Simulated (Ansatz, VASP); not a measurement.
# Two plane-wave programs on CsSc3Fe

```
Cs Sc Fe
1.0
     5.12493    0.00000    0.00000
     0.00000    5.12493    0.00000
     0.00000    0.00000    5.12493
Cs Sc Fe
1 3 1
Direct
  0.00000 0.00000 0.00000
  0.00000 0.50000 0.50000
  0.50000 0.00000 0.50000
  0.50000 0.50000 0.00000
  0.50000 0.50000 0.50000
```

Alike in both runs: functional PBE; k mesh 8 × 8 × 8; occupations gaussian, width 0.1 eV; no spin polarisation.

Ansatz relaxed the structure, and its values are those at the end. VASP's run is a single point on that final structure, the one shown.

|  | VASP | Ansatz |
| --- | --- | --- |
| version | VASP 6.6.1 | Ansatz 0.2.0 |
| potentials or method | VASP PAW PBE potentials, release 64 (Cs_sv, Sc_sv, Fe) | scalar-relativistic, plane waves, PAW |
| plane-wave cutoff (eV) | 520 | 420 |
| valence electrons in the cell | 50 | 58 |

```tsv
	VASP	Ansatz	Ansatz less VASP
gap on the k mesh at the Fermi level (eV)	none	none	-
pressure (GPa)	0.1	0.0	-0.07
```

A gap of «none» marks a metal or a gap that the smearing closes. The two sets of potentials don't hold the same shells in valence.

The runs have no spin-orbit coupling, so splittings on Cs are missing. Spin polarisation is off, so any magnetic state and its effect on volume and gap are missing.
